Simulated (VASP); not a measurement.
A convergence study with VASP on Tm (hcp): one setting is varied, all else stays as given below, so the limit is that of these other settings.

```yaml
crystal:
  lattice:
    - [1.77000, -3.06573, 0.00000]
    - [1.77000, 3.06573, 0.00000]
    - [0.00000, 0.00000, 5.55000]
  atoms:
    - { symbol: Tm, position: [0.33333, 0.66667, 0.25000] }
    - { symbol: Tm, position: [0.66667, 0.33333, 0.75000] }
```

All values below come from PBE GGA, VASP's PBE PAW potentials (set 64) (plane waves; VASP 6.6.1). The tightest run used: 550 eV cut-off, 21×21×13 Γ-centred mesh, first-order Methfessel-Paxton smearing of 0.10 eV, potentials Tm_3.

The 4f electrons are frozen in the core of the lanthanide potential, so 4f levels, which can set the real gap, and their magnetism are missing.

The reference is 21×21×13 mesh, which took about 3 core-minutes. Times come from single runs on busy shared machines, so they are rough: good to a factor of about 2.

Of the settings 1×1×1 mesh; 2×2×1 mesh; 3×3×2 mesh; 4×4×2 mesh; 5×5×3 mesh; 6×6×4 mesh; 7×7×4 mesh; 8×8×5 mesh; 9×9×6 mesh; 10×10×6 mesh; 11×11×7 mesh; 12×12×7 mesh; 13×13×8 mesh; 14×14×9 mesh; 15×15×9 mesh; 16×16×10 mesh; 17×17×10 mesh; 18×18×11 mesh; 19×19×12 mesh; 20×20×12 mesh; 21×21×13 mesh, which is the lowest that keeps the difference from the reference in E (eV/atom) within 0.005 from there on, and what does it cost?

9×9×6 mesh; its cost over the reference is about 1/7.
```csv
setting,difference in E (eV/atom),cost over the reference
1×1×1 mesh,1.6949,about 1/50
2×2×1 mesh,0.6241,about 1/30
3×3×2 mesh,0.0698,about 1/30
4×4×2 mesh,0.0346,about 1/30
5×5×3 mesh,0.0285,about 1/20
6×6×4 mesh,0.0093,about 1/10
7×7×4 mesh,0.0057,about 1/9
8×8×5 mesh,0.0084,about 1/9
9×9×6 mesh,0.0018,about 1/7
10×10×6 mesh,0.0033,about 1/4
11×11×7 mesh,0.0017,about 1/6
12×12×7 mesh,0.0020,about 1/6
13×13×8 mesh,0.0004,about 1/4
14×14×9 mesh,0.0008,about 1/3
15×15×9 mesh,0.0005,about 1/3
16×16×10 mesh,0.0007,about 1/2
17×17×10 mesh,0.0003,within a factor of 2
18×18×11 mesh,0.0001,within a factor of 2
19×19×12 mesh,0.0008,within a factor of 2
20×20×12 mesh,0.0006,within a factor of 2
21×21×13 mesh,0.0000,reference
```

Left out are rungs that failed or repeat a setting and relaxations that didn't move; long series are thinned to 24 rows.

The compound is Tm in the hcp structure. The cell was not relaxed at this level.
